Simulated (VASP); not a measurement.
A cell of PbSe (rock salt) near equilibrium:

```
CELL_PARAMETERS angstrom
      0.00000     3.10634     3.10634
      3.10634     0.00000     3.10634
      3.10634     3.10634     0.00000
ATOMIC_POSITIONS crystal
  Pb 0.00000 0.00000 0.00000
  Se 0.50000 0.50000 0.50000
```

All values below come from PBE GGA, VASP's PBE PAW potentials (set 64) (plane waves; VASP 6.6.1).

Unless said otherwise, spin-orbit coupling is left out, though it shifts the bands of the heavy elements here.

```tsv
run	ΔE (meV/atom)	σxx	σyy	σzz	largest shear component, with its sign (GPa)	gap (eV)
as it is	0.0	0.10	0.10	0.10	0.00	0.43
after one change	7.3	-1.81	-1.81	-1.81	0.00	0.55
```
Stress is in GPa, positive when the cell is compressed; gaps are those on the k-mesh, and 0.00 means metallic.

Name the change that produced these shifts.
(A) isotropic strain of +1.5 %
(B) uniaxial strain of +1.5 % along x
(C) uniaxial strain of -0.5 % along z
(D) isotropic strain of -1.0 %

A, isotropic strain of +1.5 %

The compound is PbSe in the rock salt structure.
